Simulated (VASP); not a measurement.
All values below come from PBE GGA, VASP's PBE PAW potentials (set 64) (plane waves; VASP 6.6.1).

VASP ran on this input.

### POSCAR
```
ZnS
1
    1.8512776746    -3.2065069391    -0.0000000000
    1.8512776746     3.2065069391     0.0000000000
    0.0000000000     0.0000000000     6.0820473695
Zn S
2 2
Direct
  0.6666670000   0.3333330000   0.5005708467
  0.3333330000   0.6666670000   0.0005708467
  0.6666670000   0.3333330000   0.8744291533
  0.3333330000   0.6666670000   0.3744291533
```

INCAR:
```
SYSTEM = ZnS
EDIFF = 1E-6
ISIF = 3   # ions, shape and volume
SIGMA = 0.05
LWAVE = F
LCHARG = F
LASPH = T   # aspherical one-centre terms
PSTRESS = 200   # kbar
EDIFFG = -0.02
ENCUT = 500   # plane-wave cut-off (eV)
ALGO = Normal
NSW = 40
NELM = 100
LMAXMIX = 4
IBRION = 2   # conjugate gradients
PREC = Accurate
LREAL = F   # projection in real space or not
GGA = PE
ISMEAR = 0
```

KPOINTS:
```
Automatic mesh
0
Gamma
7 7 4
0 0 0
```

POTCAR, in this order: Zn S (PBE.64 set). Program: vasp_std.

What VASP printed:

### OSZICAR
```
       N       E                     dE             d eps       ncg     rms          rms(c)
DAV:   1     0.236735753611E+03    0.23674E+03   -0.17261E+04  1056   0.197E+03
DAV:   2     0.762794191102E+01   -0.22911E+03   -0.22326E+03  1100   0.380E+02
DAV:   3    -0.138346611852E+02   -0.21463E+02   -0.21352E+02  1272   0.119E+02
DAV:   4    -0.143119563736E+02   -0.47730E+00   -0.47685E+00  1224   0.184E+01
DAV:   5    -0.143210235228E+02   -0.90671E-02   -0.90662E-02  1308   0.250E+00    0.119E+01
DAV:   6    -0.134314289616E+02    0.88959E+00   -0.21201E+00  1584   0.463E+01    0.904E+00
DAV:   7    -0.134702859256E+02   -0.38857E-01   -0.23412E+00  1104   0.904E+00    0.362E+00
DAV:   8    -0.134438407041E+02    0.26445E-01   -0.10698E-01  1440   0.414E+00    0.131E+00
DAV:   9    -0.134431054478E+02    0.73526E-03   -0.35150E-02  1458   0.247E+00    0.349E-01
DAV:  10    -0.134431683393E+02   -0.62892E-04   -0.11415E-03  1224   0.525E-01    0.227E-01
DAV:  11    -0.134433834494E+02   -0.21511E-03   -0.35507E-04  1206   0.142E-01    0.112E-01
DAV:  12    -0.134433719008E+02    0.11549E-04   -0.79955E-05  1614   0.188E-01    0.233E-02
DAV:  13    -0.134433760514E+02   -0.41506E-05   -0.14992E-05  1200   0.289E-02    0.823E-03
DAV:  14    -0.134433770243E+02   -0.97288E-06   -0.13474E-06   962   0.986E-03
   1 F= -.44296800E+01 E0= -.44296800E+01  d E =-.442968E+01
       N       E                     dE             d eps       ncg     rms          rms(c)
DAV:   1    -0.241244013682E+02   -0.10681E+02   -0.13940E+02  1248   0.217E+02    0.297E+01
DAV:   2    -0.139770733548E+02    0.10147E+02   -0.80196E+01  1116   0.225E+02    0.116E+01
DAV:   3    -0.121820228961E+02    0.17951E+01   -0.96499E+00  1296   0.669E+01    0.464E+00
DAV:   4    -0.120579579106E+02    0.12406E+00   -0.26910E+00  1246   0.107E+01    0.474E+00
DAV:   5    -0.120345517743E+02    0.23406E-01   -0.48364E-02  1422   0.509E+00    0.439E+00
DAV:   6    -0.119925278273E+02    0.42024E-01   -0.20462E-01  1730   0.112E+01    0.320E+00
DAV:   7    -0.119801584566E+02    0.12369E-01   -0.96228E-02  1110   0.227E+00    0.152E+00
DAV:   8    -0.119814038445E+02   -0.12454E-02   -0.23424E-03  1200   0.386E-01    0.162E+00
DAV:   9    -0.119787441100E+02    0.26597E-02   -0.14620E-03  1530   0.531E-01    0.115E+00
DAV:  10    -0.119758915601E+02    0.28525E-02   -0.12753E-02  1588   0.117E+00    0.372E-01
DAV:  11    -0.119760693880E+02   -0.17783E-03   -0.18260E-03  1182   0.342E-01    0.369E-01
DAV:  12    -0.119761101190E+02   -0.40731E-04   -0.73400E-05  1578   0.183E-01    0.389E-01
DAV:  13    -0.119760625434E+02    0.47576E-04   -0.17302E-04  1556   0.232E-01    0.139E-01
DAV:  14    -0.119760665699E+02   -0.40265E-05   -0.37670E-05  1216   0.406E-02    0.102E-01
DAV:  15    -0.119760640175E+02    0.25524E-05   -0.38975E-06  1096   0.180E-02    0.101E-01
DAV:  16    -0.119760631503E+02    0.86715E-06   -0.31017E-06   738   0.322E-02
   2 F= -.43410501E+01 E0= -.43410501E+01  d E =0.886300E-01
       N       E                     dE             d eps       ncg     rms          rms(c)
DAV:   1    -0.158514822472E+02   -0.38754E+01   -0.43547E+01  1224   0.149E+02    0.126E+01
DAV:   2    -0.133996105571E+02    0.24519E+01   -0.83529E+00  1206   0.679E+01    0.552E+00
DAV:   3    -0.130749949738E+02    0.32462E+00   -0.54624E-01  1362   0.962E+00    0.295E+00
DAV:   4    -0.129722870899E+02    0.10271E+00   -0.12729E-01  1122   0.309E+00    0.787E-01
DAV:   5    -0.129669445182E+02    0.53426E-02   -0.10408E-02  1392   0.340E+00    0.498E-01
DAV:   6    -0.129670863030E+02   -0.14178E-03   -0.10974E-02  1164   0.111E+00    0.158E-01
DAV:   7    -0.129667353800E+02    0.35092E-03   -0.85424E-04  1354   0.320E-01    0.842E-02
DAV:   8    -0.129667198683E+02    0.15512E-04   -0.17940E-04  1254   0.344E-01    0.240E-02
DAV:   9    -0.129667251234E+02   -0.52550E-05   -0.76136E-05  1164   0.652E-02    0.674E-03
DAV:  10    -0.129667254849E+02   -0.36158E-06   -0.29340E-06  1050   0.182E-02
   3 F= -.46041625E+01 E0= -.46041625E+01  d E =-.174482E+00
       N       E                     dE             d eps       ncg     rms          rms(c)
DAV:   1    -0.129549878347E+02    0.11737E-01   -0.12259E-02  1242   0.231E+00    0.224E-01
DAV:   2    -0.129542147842E+02    0.77305E-03   -0.31976E-03  1200   0.163E+00    0.913E-02
DAV:   3    -0.129541280729E+02    0.86711E-04   -0.10266E-04  1124   0.940E-02    0.440E-02
DAV:   4    -0.129541043119E+02    0.23761E-04   -0.23494E-05  1224   0.343E-02    0.254E-02
DAV:   5    -0.129541018947E+02    0.24172E-05   -0.12543E-06   720   0.398E-02    0.739E-03
DAV:   6    -0.129541022991E+02   -0.40436E-06   -0.41431E-06   972   0.178E-02
   4 F= -.46042315E+01 E0= -.46042315E+01  d E =-.174551E+00
       N       E                     dE             d eps       ncg     rms          rms(c)
DAV:   1    -0.129544151386E+02   -0.31324E-03   -0.42364E-02  1062   0.150E+00    0.136E-01
DAV:   2    -0.129541360716E+02    0.27907E-03   -0.11428E-03  1470   0.458E-01    0.821E-02
DAV:   3    -0.129539922962E+02    0.14378E-03   -0.20468E-04  1234   0.174E-01    0.232E-02
DAV:   4    -0.129539891973E+02    0.30989E-05   -0.63421E-05  1176   0.704E-02    0.150E-02
DAV:   5    -0.129539892469E+02   -0.49669E-07   -0.48076E-06  1112   0.240E-02
   5 F= -.46046121E+01 E0= -.46046121E+01  d E =-.380665E-03
       N       E                     dE             d eps       ncg     rms          rms(c)
DAV:   1    -0.129568832303E+02   -0.28940E-02   -0.38146E-01  1062   0.451E+00    0.406E-01
DAV:   2    -0.129543714520E+02    0.25118E-02   -0.10207E-02  1478   0.137E+00    0.247E-01
DAV:   3    -0.129530906765E+02    0.12808E-02   -0.18446E-03  1234   0.519E-01    0.705E-02
DAV:   4    -0.129530619889E+02    0.28688E-04   -0.56878E-04  1158   0.211E-01    0.459E-02
DAV:   5    -0.129530621611E+02   -0.17219E-06   -0.44880E-05  1212   0.745E-02    0.263E-02
DAV:   6    -0.129530619659E+02    0.19515E-06   -0.57735E-06  1190   0.547E-02
   6 F= -.46052538E+01 E0= -.46052538E+01  d E =-.102231E-02
```

**OUTCAR**
```
------------------------ aborting loop because EDIFF is reached ----------------------------------------
  FORCE on cell =-STRESS in cart. coord.  units (eV):
  Direction    XX          YY          ZZ          XY          YZ          ZX
  --------------------------------------------------------------------------------------
  Total        8.2817889      8.2817884      8.3421644      0.0000000      0.0000000      0.0000000
  in kB      198.4182846    198.4182729    199.8647837      0.0000000      0.0000000      0.0000000
  external PRESSURE =      -1.0995529 kB  Pullay stress =     200.0000000 kB
  volume of cell :       66.87
      direct lattice vectors                 reciprocal lattice vectors
     1.800423101 -3.118424194  0.000000000     0.277712500 -0.160337391 -0.000000000
     1.800423101  3.118424194  0.000000000     0.277712500  0.160337391  0.000000000
     0.000000000 -0.000000000  5.955432208     0.000000000  0.000000000  0.167913925
  FREE ENERGIE OF THE ION-ELECTRON SYSTEM (eV)
  ---------------------------------------------------
  free  energy   TOTEN  =       -12.9530619659 eV

  energy  without entropy=      -12.9530619659  energy(sigma->0) =      -12.95306197
  enthalpy is  TOTEN    =        -4.6052537664 eV   P V=        8.3478081996

 reached required accuracy - stopping structural energy minimisation
```
(Selected blocks of OUTCAR.)

File CONTCAR:
```
ZnS
   1.00000000000000
     1.8004231008346758   -3.1184241939116397    0.0000000000000000
     1.8004231008346758    3.1184241939116397    0.0000000000000000
     0.0000000000000000   -0.0000000000000000    5.9554322077171928
  Zn              S
     2     2
Direct
     0.6666669999999968    0.3333330000000032    0.5017574145222854
     0.3333330000000032    0.6666669999999968    0.0017574145222855
     0.6666669999999968    0.3333330000000032    0.8732425854777146
     0.3333330000000032    0.6666669999999968    0.3732425854777145
```

OUTCAR:
```
 val. band max:        3.8520854534   @ k =   0.0000   0.0000   0.0000

 cond. band min:       6.7821267577   @ k =   0.0000   0.0000   0.0000


 Fermi energy:         4.0997987429

 k-point     1 :       0.0000    0.0000    0.0000
  band No.  band energies     occupation
      1     -10.6396      2.00000
      2      -9.3871      2.00000
      3      -3.3495      2.00000
      4      -3.3035      2.00000
      5      -3.3035      2.00000
      6      -3.1898      2.00000
      7      -3.1898      2.00000
      8      -2.8076      2.00000
      9      -2.6852      2.00000
     10      -2.6852      2.00000
     11      -2.5700      2.00000
     12      -2.5700      2.00000
     13      -2.3197      2.00000
     14       2.7042      2.00000
     15       2.7042      2.00000
     16       3.6887      2.00000
     17       3.8521      2.00000
     18       3.8521      2.00000
     19       6.7821      0.00000
     20       7.2900      0.00000
     21      10.0165      0.00000
     22      10.0165      0.00000

 k-point     2 :       0.1429    0.0000    0.0000
  band No.  band energies     occupation
      1     -10.4611      2.00000
      2      -9.2839      2.00000
      3      -3.3398      2.00000
      4      -3.3079      2.00000
      5      -3.2692      2.00000
      6      -3.1801      2.00000
      7      -3.1366      2.00000
      8      -2.8157      2.00000
      9      -2.7138      2.00000
     10      -2.6853      2.00000
     11      -2.5603      2.00000
     12      -2.3537      2.00000
     13      -2.2998      2.00000
     14       1.5509      2.00000
     15       2.3093      2.00000
     16       2.7221      2.00000
     17       3.4568      2.00000
     18       3.6338      2.00000
     19       7.6680      0.00000
     20       8.1152      0.00000
     21       9.5950      0.00000
     22      10.4396      0.00000

 k-point     3 :       0.2857    0.0000    0.0000
  band No.  band energies     occupation
      1      -9.9934      2.00000
...
```

Energy and stress use the plane-wave basis of the starting cell.

The compound is ZnS in the wurtzite structure, the high-temperature form. This run relaxes it under an external pressure of 20 GPa. Symmetry was kept, so distortions that lower it aren't found.
